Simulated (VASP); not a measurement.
Level of theory: AM05 GGA, VASP's PBE PAW potentials (set 64) (plane waves; VASP).

VASP input:

### INCAR
```
! general
SYSTEM = SiO2
PREC   = Accurate
ENCUT  = 520   ! plane-wave cut-off (eV)
LREAL  = .FALSE.   ! projection in real space or not
LASPH  = .TRUE.

! electronic loop
EDIFF  = 1E-7
NELM   = 100   ! most electronic steps
ALGO   = Normal   ! blocked Davidson

! smearing
ISMEAR = 0   ! Gaussian
SIGMA  = 0.05   ! width (eV)

! functional
GGA    = AM

! ions
IBRION = 2   ! conjugate gradients
NSW    = 30
ISIF   = 4   ! ions and shape, fixed volume
EDIFFG = -0.01

! output
LWAVE  = .FALSE.
LCHARG = .FALSE.
```

**POSCAR**
```
SiO2
1
    4.1956037626     0.0000000000     0.0000000000
    0.0000000000     4.1956037626     0.0000000000
    0.0000000000     0.0000000000     2.6804850245
Si O
2 4
Direct
  1.0000000000   1.0000000000   0.0000000000
  0.5000000000   0.5000000000   0.5000000000
  0.3060938280   0.3060938280   0.0000000000
  0.8060938280   0.1939061720   0.5000000000
  0.1939061720   0.8060938280   0.5000000000
  0.6939061720   0.6939061720   1.0000000000
```

KPOINTS:
```
Automatic mesh
0
Gamma
5 5 8
0 0 0
```

POTCAR, in this order: Si O (PBE.64 set). Program: vasp_std.

Estimate the energy per atom (σ→0), band gap (on the k-mesh).

| Property | Result |
|---|---|
| energy per atom (σ→0) | -7.991 eV/atom |
| band gap (on the k-mesh) | 5.41 eV |

### OSZICAR
```
...
DAV:   5    -0.479444079803E+02    0.14489E-07   -0.58678E-08   764   0.217E-03
   2 F= -.47944408E+02 E0= -.47944408E+02  d E =-.121587E-04
       N       E                     dE             d eps       ncg     rms          rms(c)
DAV:   1    -0.479444170038E+02   -0.90090E-05   -0.15001E-03  1296   0.335E-01    0.144E-02
DAV:   2    -0.479444168553E+02    0.14849E-06   -0.24478E-05  1396   0.390E-02    0.800E-03
DAV:   3    -0.479444156935E+02    0.11618E-05   -0.10431E-06  1388   0.985E-03    0.180E-03
DAV:   4    -0.479444156468E+02    0.46697E-07   -0.18313E-07   844   0.379E-03
   3 F= -.47944416E+02 E0= -.47944416E+02  d E =-.198253E-04
```

The compound is SiO2 in the rutile structure, stishovite, a high-pressure form. This run relaxes it. Symmetry was kept, so distortions that lower it aren't found.
